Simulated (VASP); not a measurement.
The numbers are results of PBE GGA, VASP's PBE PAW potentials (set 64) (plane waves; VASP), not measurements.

The input files of a VASP run:

**POSCAR**
```
Ir
1.0
  0.0000000000   1.9195927862   1.9195927862
  1.9195927862   0.0000000000   1.9195927862
  1.9195927862   1.9195927862   0.0000000000
Ir
1
Cart
  0.0000000000   0.0000000000   0.0000000000
```

### INCAR
```
SYSTEM = Ir
PREC = Accurate
ENCUT = 500
EDIFF = 1E-6
NELM = 100
ALGO = Normal
LREAL = .FALSE.
LASPH = .TRUE.
ISMEAR = 1
SIGMA = 0.1
GGA = PE
LMAXMIX = 6
LWAVE = .FALSE.
LCHARG = .FALSE.
IBRION = 2
ISIF = 3
NSW = 40
EDIFFG = -0.02
PSTRESS = 100
```

**KPOINTS**
```
Automatic mesh
0
Gamma
16 16 16
0 0 0
```

POTCAR, in this order: Ir (PBE.64 set). Program: vasp_std.

### Question
What will the output report for the number of irreducible k-points (NKPTS), largest plane-wave count, number of space-group operations, FFT grid (NGX, NGY, NGZ)?

### Answer

| Item | Value |
|---|---|
| number of irreducible k-points (NKPTS) | 145 |
| largest plane-wave count | 370 |
| number of space-group operations | 48 |
| FFT grid (NGX, NGY, NGZ) | 20 × 20 × 20 |

The compound is Ir in the fcc structure. It was relaxed first under an external pressure of 10 GPa.
